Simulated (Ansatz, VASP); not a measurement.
## MgCd5O6: VASP beside Ansatz

```
CELL_PARAMETERS angstrom
3.55969 0.00000 0.00000
0.00000 3.55969 0.00000
0.00000 0.00000 15.10249
ATOMIC_POSITIONS crystal
Mg 0.50000 0.50000 0.50000
Cd 0.00000 0.00000 0.66667
Cd 0.50000 0.50000 0.83333
Cd 0.00000 0.00000 0.00000
Cd 0.50000 0.50000 0.16667
Cd 0.00000 0.00000 0.33333
O 0.00000 0.00000 0.83333
O 0.50000 0.50000 0.00000
O 0.00000 0.00000 0.16667
O 0.50000 0.50000 0.33333
O 0.00000 0.00000 0.50000
O 0.50000 0.50000 0.66667
```

Alike in both runs: task single point; functional PBE; k mesh 6 × 6 × 1; occupations gaussian, width 0.1 eV; no spin polarisation.

|  | VASP | Ansatz |
| --- | --- | --- |
| version | VASP 6.6.1 | Ansatz 0.2.0 |
| potentials or method | VASP PAW PBE potentials, release 64 (Mg, Cd, O) | scalar-relativistic, plane waves, PAW |
| plane-wave cutoff (eV) | 520 | 420 |
| valence electrons in the cell | 98 | 146 |

Ansatz gave:

| Property | Result |
| --- | --- |
| gap on the k mesh at the Fermi level (eV) | none |
| pressure (GPa) | -16.0 |
| largest component of the traceless stress (GPa) | 0.06 |
| rms of the force components (eV/Å) | 0.107 |

Estimate VASP's values.

gap on the k mesh at the Fermi level (eV): none; pressure (GPa): -15.6; largest component of the traceless stress (GPa): 0.06; rms of the force components (eV/Å): 0.114.

Atom by atom the forces differ by 0.006 eV/Å (rms over components). A gap of «none» marks a metal or a gap that the smearing closes. With one functional, cell and mesh, what is left measures potentials, basis and numerics. The two sets of potentials don't hold the same shells in valence.

Caveats: the k mesh is coarse (spacing up to 0.42 Å⁻¹), so the values aren't converged; so large a pressure means that the cell lies far from this level's equilibrium, or that cutoff or potentials fall short (VASP).
